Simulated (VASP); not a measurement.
Crystal: KAl.

```
K Al
1.0
     4.12691    0.00000    0.00000
     0.00000    4.12691    0.00000
     0.00000    0.00000    4.12691
K Al
1 1
Direct
  0.50000 0.50000 0.50000
  0.00000 0.00000 0.00000
```

The cell was built by a generator and needn't be a form met in nature.

Base run:

```yaml
Program: VASP 6.6.1
Functional: PBEsol
Potentials_or_basis: VASP PAW PBE potentials, release 64 (K_sv, Al)
Cutoff: 520 eV
k_mesh: 7 × 7 × 7
Occupations: fermi-dirac, width 0.05 eV
Spin: no spin polarisation
```

Its results: pressure -0.8 GPa.

Question: After a change of settings the same cell gave: pressure 0.2 GPa. Which change was it?
A. functional from PBEsol to LDA; potentials or basis from VASP PAW PBE potentials, release 64 (K_sv, Al) to VASP PAW LDA potentials, release 64 (K_sv, Al)
B. functional from PBEsol to TPSS
C. functional from PBEsol to AM05
D. functional from PBEsol to BLYP

Answer: B.

Caveats: the PAW data sets were made with another functional, which shifts forces and pressure a little.

Not every run made on this cell is shown here.
